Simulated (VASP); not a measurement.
**From an Ansatz input to VASP: BaCaS₂ (strained ordered alloy on rocksalt lattice)**

Ansatz input

```yaml
crystal:
  lattice:
    - [4.3337646559, -0.0600226405, 0.0]
    - [-0.0600226405, 4.3337646559, 0.0]
    - [0.0, 0.0, 6.1186360048]
  atoms:
    - { symbol: Ca, position: [0.0, 0.0, 0.0] }
    - { symbol: S, position: [0.0, 0.0, 0.5] }
    - { symbol: Ba, position: [0.5, 0.5, 0.5] }
    - { symbol: S, position: [0.5, 0.5, 0.0] }
kpoints:
  mp_grid: { grid: [6, 6, 4] }
  band_path:
    path:
      - [0.0, 0.0, 0.0]
      - [0.0, 0.5, 0.0]
      - [0.5, 0.5, 0.0]
      - [0.0, 0.0, 0.5]
      - [0.0, 0.5, 0.5]
      - [0.5, 0.5, 0.5]
    npoints: 1
hamiltonian:
  xc: pbe
scf:
  occupations: { method: fermi_dirac, width: 0.02 }
  n_extra_bands: 5
output:
  forces: true
  stress: true
  eigenvalues: true
  write_density: true
  write_potential: true
  elf: true
  volumetric_format: npy
```

Question: Write VASP inputs for this cell and level of theory.

Answer: 

INCAR

```
NSW = 0
NBANDS = 24
LELF = .TRUE.
LCHARG = .TRUE.
EDIFF = 1E-7
LREAL = .FALSE.
IBRION = -1
LWAVE = .FALSE.
PREC = Accurate
ISMEAR = -1
SIGMA = 0.02
GGA = PE
ISIF = 2
ENCUT = 520
LASPH = .TRUE.
NELM = 120
```

KPOINTS

```
KPOINTS created by Atomic Simulation Environment
0
Gamma
6 6 4
0 0 0
```

KPOINTS_OPT

```
special points
6
Reciprocal
0.0000000000 0.0000000000 0.0000000000 1
0.0000000000 0.5000000000 0.0000000000 1
0.5000000000 0.5000000000 0.0000000000 1
0.0000000000 0.0000000000 0.5000000000 1
0.0000000000 0.5000000000 0.5000000000 1
0.5000000000 0.5000000000 0.5000000000 1
```

POSCAR

```
Ca S  Ba
 1.0000000000000000
     4.3337646558999996   -0.0600226405000000    0.0000000000000000
    -0.0600226405000000    4.3337646558999996    0.0000000000000000
     0.0000000000000000    0.0000000000000000    6.1186360047999999
 Ca  S   Ba
   1   2   1
Cartesian
  0.0000000000000000  0.0000000000000000  0.0000000000000000
  0.0000000000000000  0.0000000000000000  3.0593180024000000
  2.1368710076999999  2.1368710076999999  0.0000000000000000
  2.1368710076999999  2.1368710076999999  3.0593180024000000
```

VASP ran with the recommended PBE PAW datasets (32 valence electrons in the cell). Other inputs would serve too.

```json
{"": "gap between bands v and c", "Ansatz": "2.15 eV", "VASP": "2.07 eV"}
{"": "least direct gap", "Ansatz": "2.15 eV", "VASP": "2.07 eV"}
{"": "pressure", "Ansatz": "0.3 GPa", "VASP": "0.8 GPa"}
```

Datasets and cutoffs are each program's own. VASP's cell holds 32 valence electrons and Ansatz's 32. Ansatz's stress includes a Pulay correction; VASP's doesn't.
